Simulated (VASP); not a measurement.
Output of a VASP run:

OSZICAR:
```
       N       E                     dE             d eps       ncg     rms          rms(c)
DAV:   1     0.644972841540E+02    0.64497E+02   -0.93479E+03   770   0.188E+03
DAV:   2    -0.181786833986E+02   -0.82676E+02   -0.80296E+02   809   0.333E+02
DAV:   3    -0.243214077895E+02   -0.61427E+01   -0.60637E+01   969   0.769E+01
DAV:   4    -0.244250728649E+02   -0.10367E+00   -0.10362E+00   830   0.112E+01
DAV:   5    -0.244269815859E+02   -0.19087E-02   -0.19086E-02   929   0.133E+00    0.259E+00
DAV:   6    -0.241596900988E+02    0.26729E+00   -0.33978E+00   784   0.218E+01    0.173E+00
DAV:   7    -0.241168237379E+02    0.42866E-01   -0.22711E-01   993   0.504E+00    0.102E+00
DAV:   8    -0.237136532653E+02    0.40317E+00   -0.48903E-01   754   0.892E+00    0.509E-01
DAV:   9    -0.240982730020E+02   -0.38462E+00   -0.15138E-01   754   0.555E+00    0.483E-01
DAV:  10    -0.240644916803E+02    0.33781E-01   -0.94134E-03   904   0.184E+00    0.266E-01
DAV:  11    -0.241737885672E+02   -0.10930E+00   -0.82141E-02   759   0.268E+00    0.282E-01
DAV:  12    -0.241778502277E+02   -0.40617E-02   -0.65958E-03   977   0.136E+00    0.159E-01
DAV:  13    -0.241785398510E+02   -0.68962E-03   -0.88992E-04   764   0.316E-01    0.132E-01
DAV:  14    -0.241825522360E+02   -0.40124E-02   -0.13068E-03   777   0.448E-01    0.463E-02
DAV:  15    -0.241849256197E+02   -0.23734E-02   -0.13394E-03   754   0.472E-01    0.351E-02
DAV:  16    -0.241848891593E+02    0.36460E-04   -0.82019E-05   894   0.901E-02    0.156E-02
DAV:  17    -0.241848828976E+02    0.62617E-05   -0.18219E-06   852   0.208E-02    0.179E-02
DAV:  18    -0.241849572165E+02   -0.74319E-04   -0.40229E-05   789   0.862E-02    0.572E-03
DAV:  19    -0.241849564020E+02    0.81453E-06   -0.19400E-06  1037   0.289E-02    0.353E-03
DAV:  20    -0.241849580893E+02   -0.16873E-05   -0.20347E-06   774   0.225E-02    0.205E-03
DAV:  21    -0.241849580892E+02    0.13142E-09   -0.45978E-07   937   0.100E-02
   1 F= -.24184958E+02 E0= -.24184957E+02  d E =-.126637E-05
```

**OUTCAR**
```
------------------------ aborting loop because EDIFF is reached ----------------------------------------
  FORCE on cell =-STRESS in cart. coord.  units (eV):
  Direction    XX          YY          ZZ          XY          YZ          ZX
  --------------------------------------------------------------------------------------
  Total       -0.5273127     -0.5273127     -0.5273127     -0.0000000     -0.0000000      0.0000000
  in kB      -17.6139812    -17.6139812    -17.6139812     -0.0000000     -0.0000000      0.0000000
  external PRESSURE =     -17.6139812 kB  Pullay stress =       0.0000000 kB
  volume of cell :       47.96
      direct lattice vectors                 reciprocal lattice vectors
     0.000000000  2.883790797  2.883790797    -0.173382896  0.173382896  0.173382896
     2.883790797  0.000000000  2.883790797     0.173382896 -0.173382896  0.173382896
     2.883790797  2.883790797  0.000000000     0.173382896  0.173382896 -0.173382896
  FREE ENERGIE OF THE ION-ELECTRON SYSTEM (eV)
  ---------------------------------------------------
  free  energy   TOTEN  =       -24.1849580892 eV

  energy  without entropy=      -24.1849568228  energy(sigma->0) =      -24.18495746
```
(Selected blocks of OUTCAR.)

### POSCAR
```
GaAs
1
    0.0000000000     2.8837907968     2.8837907968
    2.8837907968     0.0000000000     2.8837907968
    2.8837907968     2.8837907968     0.0000000000
Ga As
1 1
Direct
  0.0000000000   0.0000000000   0.0000000000
  0.2500000000   0.2500000000   0.2500000000
```

### Question
Reconstruct the remaining input files.

### Answer
This is not unique; one that fits is the input of the run itself, TPSS meta-GGA, plane waves, VASP's PBE PAW potentials (set 64).

**KPOINTS**
```
Automatic mesh
0
Gamma
8 8 8
0 0 0
```

**INCAR**
```
# general
SYSTEM =GaAs
PREC   =Accurate
ENCUT  =520   # plane-wave cut-off (eV)
LREAL  =F   # projection in real space or not
LASPH  =T   # aspherical one-centre terms

# electronic loop
EDIFF  =1E-7   # SCF stop (eV)
NELM   =100   # most electronic steps
ALGO   =Normal   # blocked Davidson
LMAXMIX=4   # l cut-off of mixed one-centre charges
LMIXTAU=T

# smearing
ISMEAR =0   # Gaussian
SIGMA  =0.05   # width (eV)

# functional
METAGGA=TPSS

# ions
ISIF   =2   # forces and stress, cell fixed

# output
LWAVE  =F
LCHARG =F
```

POTCAR, in this order: Ga_d As (PBE.64 set). Program: vasp_std.

The compound is GaAs in the zinc blende structure. This cell is one point of a volume scan, at 1.03 of the reference volume.
